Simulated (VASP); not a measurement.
Os:

```
CELL_PARAMETERS angstrom
2.74613 0.00000 0.00000
-1.37307 2.37822 0.00000
0.00000 0.00000 4.32631
ATOMIC_POSITIONS crystal
Os 0.33333 0.66667 0.25000
Os 0.66667 0.33333 0.75000
```

- Program: VASP 6.6.1
- Task: relaxation of cell and atoms
- Functional: PBE
- Potentials or basis: VASP PAW PBE potentials, release 64 (Os)
- Cutoff: 600 eV
- k mesh: 18 × 18 × 10
- Occupations: gaussian, width 0.1 eV
- Spin: no spin polarisation

At the start: pressure 4.4 GPa; volume 14.13 Å³/atom.

Q: Where does the relaxation end?

A: Over 6 steps the energy falls by 2.2 meV/atom and the volume is 14.28 Å³/atom (+1.0 %); space group P6_3/mmc (No. 194, to 0.05 Å).

The path:
```
step  energy change (eV)  largest force (eV/Å)  pressure (GPa)  volume (Å³)
   1              0.0000                0.0000            4.42        28.25
   2              0.0687                0.0000          -16.55        29.88
   3             -0.0043                0.0000           -0.16        28.56
   4             -0.0043                0.0000           -0.07        28.56
   5             -0.0043                0.0000            0.09        28.54
   6             -0.0044                0.0000            0.01        28.55
```

Final structure:
```xyz
2
Lattice="2.7529 0.0000 0.0000 -1.3765 2.3841 0.0000 0.0000 0.0000 4.3501" Properties=species:S:1:pos:R:3 pbc="T T T"
Os    0.0000    1.5894    1.0875
Os    1.3765    0.7947    3.2626
```
